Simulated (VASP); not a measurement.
Input:

```xyz
2
Lattice="1.4801 -2.5133 0.0000 1.4801 2.5133 0.0000 0.0000 0.0000 2.8291" Properties=species:S:1:pos:R:3 pbc="T T T"
W      0.0000     0.0000     0.0000
C      1.4801     0.8378     1.4146
```

Level of theory: PBEsol GGA, VASP's PBE PAW potentials (set 64) (plane waves; VASP). Run with 600 eV cut-off, 14×14×12 Γ-centred mesh, first-order Methfessel-Paxton smearing of 0.10 eV, potentials W_sv C.

Unless said otherwise, spin-orbit coupling is left out, though it shifts the bands of the heavy elements here.

Q: Estimate the energy per atom (σ→0), pressure, largest force, band gap (on the k-mesh) with the smallest direct gap where there is one.

A: 
```yaml
band gap (on the k-mesh): none (metal, semimetal or under 0.01 eV)
energy per atom (σ→0): -1152.2 kJ/mol of atoms
pressure: -7.27 GPa
largest_force: 0.00428 Ry/bohr
```

The absolute energy has meaning only against runs of the same code, potentials and settings.

The compound is WC in the wc structure. This cell was strained or had an atom moved on purpose.
